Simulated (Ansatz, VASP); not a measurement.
# PbSe2: VASP beside Ansatz

Aim: how closely do two programs agree when they are given the same cell, functional and k mesh? The cell is generated by rule, not measured, and may not be a known phase. The cell is taken from a series of runs on this material, whose earlier steps may have relaxed, scaled, displaced or heated it; both programs get it as it stands.

Method: plane waves, with VASP 6.6.1 beside it; zone-centre phonons at PBEsol, in Ansatz 0.2.0.

The structure was built from a prototype and need not be the compound's stable phase.

### 1. Set-up

Symmetry: P4_2/mnm, No. 136, tetragonal system. The conventional cell has a = 6.594 Å, b = 6.594 Å, c = 4.191 Å, α = 90.00°, β = 90.00°, γ = 90.00°. Nearest to Pb lie 6 Se at 2.79 to 2.82 Å. Se has 3 Pb at 2.79 to 2.82 Å nearest. Farther neighbours and most contacts between anions are not listed.

Structure file:

```cif
data_structure
_symmetry_space_group_name_H-M 'P 1'
_symmetry_Int_Tables_number 1
_cell_length_a 6.5940
_cell_length_b 6.5940
_cell_length_c 4.1905
_cell_angle_alpha 90.000
_cell_angle_beta 90.000
_cell_angle_gamma 90.000
_cell_volume 182.20
loop_
_atom_site_label
_atom_site_type_symbol
_atom_site_fract_x
_atom_site_fract_y
_atom_site_fract_z
_atom_site_occupancy
Pb1 Pb 0.00000 0.00000 0.00000 1
Pb2 Pb 0.50000 0.50000 0.50000 1
Se3 Se 0.30284 0.30284 0.00000 1
Se4 Se 0.69716 0.69716 0.00000 1
Se5 Se 0.80284 0.19716 0.50000 1
Se6 Se 0.19716 0.80284 0.50000 1
```

### 2. VASP: zone-centre phonons, PBEsol

Second derivatives magnify differences that forces hide, and they need a tight electronic threshold.

Lines of VASP's logs that name or quote its potential files are left out, and so is its time.

Input file INCAR:

```
SYSTEM = PbSe2
PREC = Accurate
ENCUT = 500
EDIFF = 1E-08
NELM = 120
ISMEAR = 1
SIGMA = 0.2
LREAL = .FALSE.
ALGO = Normal
GGA = PS
NBANDS = 32
LORBIT = 11
LWAVE = .FALSE.
LCHARG = .FALSE.
ISIF = 2
IBRION = 8
LASPH = .TRUE.
GGA_COMPAT = .FALSE.
KPAR = 2
```

Input file POSCAR:

```
PbSe2
1.0
    6.5939545271      0.0000000000      0.0000000000
    0.0000000000      6.5939545271      0.0000000000
    0.0000000000      0.0000000000      4.1905182995
Pb Se
2 4
Direct
    0.0000000000      0.0000000000      0.0000000000
    0.5000000000      0.5000000000      0.5000000000
    0.3028381319      0.3028381319      0.0000000000
    0.6971618681      0.6971618681      0.0000000000
    0.8028381319      0.1971618681      0.5000000000
    0.1971618681      0.8028381319      0.5000000000
```

Input file KPOINTS:

```
Automatic mesh
0
Gamma
6 6 8
0 0 0
```

The projector-augmented-wave data sets are Pb_d and Se (PBE family, release 64).

Launch:

```sh
> mpirun -np 2 vasp_std
```

Numbers of over 12 decimals in the logs are rounded to 6 here.

What it wrote:

```text
[banner, memory and clock lines left out]
running    2 mpi-ranks, on    1 nodes
 distrk:  each k-point on    1 cores,    2 groups
 distr:  one band on    1 cores,    1 groups

 POSCAR found type information on POSCAR PbSe
 POSCAR found :  2 types and       6 ions
|                                                                             |
|               ----> ADVICE to this user running VASP <----                  |
|                                                                             |
|     You enforced a specific xc type in the INCAR file but a different       |
|     [... a line on the potential file left out ...]
|     I HOPE YOU KNOW WHAT YOU ARE DOING!                                     |
|                                                                             |

 LDA part: xc-table for (Slater+PW92), standard interpolation
 POSCAR, INCAR and KPOINTS ok, starting setup
 FFT: planning ... GRIDC
 FFT: planning ... GRID_SOFT
 FFT: planning ... GRID
 WAVECAR not read
 entering main loop
       N       E                     dE             d eps       ncg     rms          rms(c)
DAV:   1     0.506149717217E+03    0.50615E+03   -0.22477E+04  3200   0.151E+03
DAV:   2     0.375793620055E+02   -0.46857E+03   -0.45539E+03  3408   0.394E+02
DAV:   3    -0.207731691195E+02   -0.58353E+02   -0.57164E+02  4304   0.159E+02
DAV:   4    -0.230786982944E+02   -0.23055E+01   -0.22924E+01  3808   0.358E+01
DAV:   5    -0.231708884162E+02   -0.92190E-01   -0.92165E-01  4928   0.733E+00    0.499E+00
DAV:   6    -0.225591902393E+02    0.61170E+00   -0.11879E+00  4360   0.117E+01    0.296E+00
DAV:   7    -0.225239321047E+02    0.35258E-01   -0.38941E-01  4840   0.335E+00    0.120E+00
DAV:   8    -0.225208414729E+02    0.30906E-02   -0.55609E-02  4392   0.253E+00    0.229E-01
DAV:   9    -0.225193087792E+02    0.15327E-02   -0.90452E-03  4288   0.109E+00    0.712E-02
DAV:  10    -0.225193407983E+02   -0.32019E-04   -0.63434E-04  3688   0.153E-01    0.312E-02
DAV:  11    -0.225193570467E+02   -0.16248E-04   -0.12171E-04  5024   0.823E-02    0.108E-02
DAV:  12    -0.225193574644E+02   -0.41770E-06   -0.16373E-05  3800   0.245E-02    0.379E-03
DAV:  13    -0.225193583926E+02   -0.92815E-06   -0.18762E-06  3912   0.135E-02    0.131E-03
DAV:  14    -0.225193585389E+02   -0.14630E-06   -0.15659E-07  4448   0.306E-03    0.564E-04
DAV:  15    -0.225193585961E+02   -0.57233E-07   -0.52377E-08  3296   0.124E-03    0.357E-04
DAV:  16    -0.225193586144E+02   -0.18226E-07   -0.41256E-09  2432   0.585E-04    0.150E-04
DAV:  17    -0.225193586087E+02    0.56871E-08   -0.29957E-09  2392   0.334E-04
   1 F= -.22519359E+02 E0= -.22522279E+02  d E =0.876179E-02
 Linear response reoptimize wavefunctions to high precision
DAV:   1    -0.225193586131E+02   -0.44020E-08   -0.57215E-10  2384   0.265E-04
DAV:   2    -0.225193586131E+02   -0.83674E-10   -0.15652E-10  2304   0.105E-04
 Linear response DOF=           4
 Linear response progress:
  Degree of freedom:   1/  4
       N       E                     dE             d eps       ncg     rms          rms(c)
RMM:   1    -0.341711690253E+00   -0.34171E+00   -0.10770E-01  9545   0.452E+00
RMM:   2    -0.343565430616E+00   -0.18537E-02   -0.13279E-02  9774   0.753E-01    0.831E-02
RMM:   3    -0.343215751157E+00    0.34968E-03   -0.15860E-03 10991   0.249E-01    0.466E-02
RMM:   4    -0.342939357670E+00    0.27639E-03   -0.23912E-04 11492   0.953E-02    0.245E-02
RMM:   5    -0.342749579332E+00    0.18978E-03   -0.57933E-05 11461   0.389E-02    0.595E-03
RMM:   6    -0.342751007104E+00   -0.14278E-05   -0.14726E-05 11835   0.178E-02    0.216E-03
RMM:   7    -0.342773767893E+00   -0.22761E-04   -0.31845E-06 11532   0.613E-03    0.691E-04
RMM:   8    -0.342780072487E+00   -0.63046E-05   -0.77416E-07 11603   0.279E-03    0.290E-04
RMM:   9    -0.342782943984E+00   -0.28715E-05   -0.66516E-07 11675   0.138E-03    0.109E-04
RMM:  10    -0.342784003263E+00   -0.10593E-05   -0.15478E-07 11886   0.724E-04    0.436E-05
RMM:  11    -0.342784403004E+00   -0.39974E-06   -0.50322E-08 11897   0.407E-04    0.153E-05
RMM:  12    -0.342784475199E+00   -0.72195E-07   -0.89005E-08 12247   0.249E-04    0.625E-06
RMM:  13    -0.342784477168E+00   -0.19685E-08   -0.11923E-07 12290   0.165E-04    0.337E-06
RMM:  14    -0.342784462827E+00    0.14341E-07   -0.73724E-08 12294   0.122E-04    0.126E-06
RMM:  15    -0.342784473246E+00   -0.10419E-07   -0.50135E-08 12225   0.101E-04    0.707E-07
RMM:  16    -0.342784467204E+00    0.60415E-08    0.35822E-08 10926   0.886E-05    0.282E-07
 first order change of Fermi-energy   0.15674E-03
 force on displaced ion       1 direction 1 :  -4.851   1.654   0.000
 Linear response progress:
  Degree of freedom:   2/  4
       N       E                     dE             d eps       ncg     rms          rms(c)
RMM:   1    -0.331300948649E+00   -0.33130E+00   -0.13157E-01  6149   0.431E+00
RMM:   2    -0.332763562120E+00   -0.14626E-02   -0.12261E-02  6240   0.790E-01    0.672E-02
RMM:   3    -0.332655244094E+00    0.10832E-03   -0.16002E-03  7105   0.247E-01    0.388E-02
RMM:   4    -0.332217495347E+00    0.43775E-03   -0.21641E-04  7132   0.921E-02    0.566E-03
RMM:   5    -0.332209379695E+00    0.81157E-05   -0.22347E-05  7581   0.328E-02    0.271E-03
RMM:   6    -0.332230322782E+00   -0.20943E-04   -0.20393E-05  7309   0.135E-02    0.949E-04
RMM:   7    -0.332240967446E+00   -0.10645E-04   -0.69053E-07  7444   0.498E-03    0.205E-04
RMM:   8    -0.332240394912E+00    0.57253E-06   -0.67943E-07  7331   0.224E-03    0.621E-05
RMM:   9    -0.332240743966E+00   -0.34905E-06    0.49537E-07  7557   0.104E-03    0.327E-05
RMM:  10    -0.332241329688E+00   -0.58572E-06    0.27105E-07  7599   0.550E-04    0.120E-05
RMM:  11    -0.332241071299E+00    0.25839E-06    0.72029E-07  7741   0.304E-04    0.618E-06
RMM:  12    -0.332241176875E+00   -0.10558E-06    0.60883E-07  7753   0.183E-04    0.192E-06
RMM:  13    -0.332241181204E+00   -0.43292E-08    0.59265E-07  7794   0.124E-04    0.222E-06
RMM:  14    -0.332241209928E+00   -0.28724E-07    0.63202E-07  7503   0.953E-05    0.785E-07
RMM:  15    -0.332241221084E+00   -0.11156E-07    0.58844E-07  6712   0.807E-05    0.583E-07
RMM:  16    -0.332241232988E+00   -0.11904E-07    0.58828E-07  7028   0.723E-05    0.123E-07
RMM:  17    -0.332241235688E+00   -0.26995E-08    0.56936E-07  6271   0.679E-05    0.860E-08
 first order change of Fermi-energy  -0.24402E-03
 force on displaced ion       1 direction 3 :  -0.000   0.000  -5.352
 Linear response progress:
  Degree of freedom:   3/  4
       N       E                     dE             d eps       ncg     rms          rms(c)
RMM:   1    -0.936104840365E-01   -0.93610E-01    0.64801E-02 13692   0.121E+00
RMM:   2    -0.920824398967E-01    0.15280E-02   -0.15069E-03  9765   0.380E-01    0.804E-02
RMM:   3    -0.924875973842E-01   -0.40516E-03   -0.91621E-04 11305   0.151E-01    0.346E-02
RMM:   4    -0.926103848301E-01   -0.12279E-03   -0.10082E-04 11157   0.462E-02    0.194E-02
RMM:   5    -0.926970919162E-01   -0.86707E-04   -0.29111E-05 11426   0.242E-02    0.739E-03
RMM:   6    -0.927144372814E-01   -0.17345E-04   -0.39293E-06 11619   0.105E-02    0.365E-03
RMM:   7    -0.927140556378E-01    0.38164E-06   -0.46175E-07 11296   0.438E-03    0.116E-03
RMM:   8    -0.927150952723E-01   -0.10396E-05    0.67184E-08 11613   0.192E-03    0.534E-04
RMM:   9    -0.927158840407E-01   -0.78877E-06   -0.26968E-08 11106   0.800E-04    0.200E-04
RMM:  10    -0.927157822590E-01    0.10178E-06    0.31834E-08 11993   0.419E-04    0.727E-05
RMM:  11    -0.927154971013E-01    0.28516E-06   -0.62931E-09 11337   0.225E-04    0.363E-05
RMM:  12    -0.927156785923E-01   -0.18149E-06   -0.30853E-08 11443   0.134E-04    0.152E-05
RMM:  13    -0.927156692190E-01    0.93733E-08    0.48768E-08 11469   0.815E-05    0.576E-06
 first order change of Fermi-energy   0.88984E-01
 force on displaced ion       3 direction 1 :  -2.530  -3.545   0.000
 Linear response progress:
  Degree of freedom:   4/  4
       N       E                     dE             d eps       ncg     rms          rms(c)
RMM:   1    -0.836289694768E-01   -0.83629E-01    0.67359E-02 11685   0.119E+00
RMM:   2    -0.823587023032E-01    0.12703E-02   -0.41755E-04  8620   0.385E-01    0.812E-02
RMM:   3    -0.829969012722E-01   -0.63820E-03   -0.87771E-04 10289   0.143E-01    0.332E-02
RMM:   4    -0.832273134428E-01   -0.23041E-03   -0.93319E-05  9508   0.463E-02    0.101E-02
RMM:   5    -0.832810248996E-01   -0.53711E-04   -0.15550E-05 10688   0.216E-02    0.429E-03
RMM:   6    -0.832654463042E-01    0.15579E-04   -0.14226E-06  9807   0.893E-03    0.107E-03
RMM:   7    -0.832683896409E-01   -0.29433E-05    0.14929E-07 10740   0.339E-03    0.618E-04
RMM:   8    -0.832721529042E-01   -0.37633E-05   -0.82077E-08 10007   0.120E-03    0.376E-04
RMM:   9    -0.832731223113E-01   -0.96941E-06   -0.13468E-07 10098   0.653E-04    0.452E-05
RMM:  10    -0.832728143947E-01    0.30792E-06   -0.11426E-08 10530   0.309E-04    0.287E-05
RMM:  11    -0.832728968770E-01   -0.82482E-07   -0.23074E-08 10604   0.143E-04    0.777E-06
RMM:  12    -0.832729551673E-01   -0.58290E-07    0.13853E-08 11016   0.708E-05    0.538E-06
RMM:  13    -0.832729442149E-01    0.10952E-07    0.31184E-09 10444   0.487E-05    0.730E-07
RMM:  14    -0.832729464875E-01   -0.22726E-08    0.66374E-09  9745   0.403E-05    0.468E-07
 first order change of Fermi-energy   0.32520E-03
 force on displaced ion       3 direction 3 :   0.002   0.002  -3.752
 Linear response finished
```

[end of part 1 of 2]

[Lines on the potential files, build, host, timing and source positions are cut from VASP's logs without a mark.]

[Logs are printed without paths, hosts, clocks, repeated set-up lines and the standing remarks that a program may print on its own settings, such as how far it seeks lower states.]

[Hosts, paths, dates, database ids (printed as entryN), source tags and the programs' standing remarks are cut or masked in the printed files.]
